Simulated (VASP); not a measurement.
Data:

```xyz
4
Lattice="5.1829 0.0000 0.0000 0.0000 2.9688 0.0000 0.0000 0.0000 5.6234" Properties=species:S:1:pos:R:3 pbc="T T T"
Mg     3.8872     0.0000     4.7206
Mg     1.2957     0.0000     0.9028
Zr     1.2957     1.4844     3.6809
Zr     3.8872     1.4844     1.9424
```

Level of theory: PBEsol GGA with spin-orbit coupling, VASP's PBE PAW potentials (set 64) (plane waves; VASP). Settings: 400 eV cut-off, 6×9×5 Γ-centred mesh, Gaussian smearing of 0.050 eV, potentials Mg Zr_sv.

Q: Estimate the energy per atom (σ→0), band gap (over mesh and band path) with the smallest direct gap where there is one.

A: 
```
Item                                                                  Result
----------------------------------  ----------------------------------------
band gap (over mesh and band path)  none (metal, semimetal or under 0.01 eV)
energy per atom (σ→0)                                     -514.8 kJ/mol-atom
```

Only differences to runs with the same potentials and settings are physical.

The structure comes from a computed database's MgZr entry (Pmma); how it stands against other phases isn't given here. It was relaxed first.
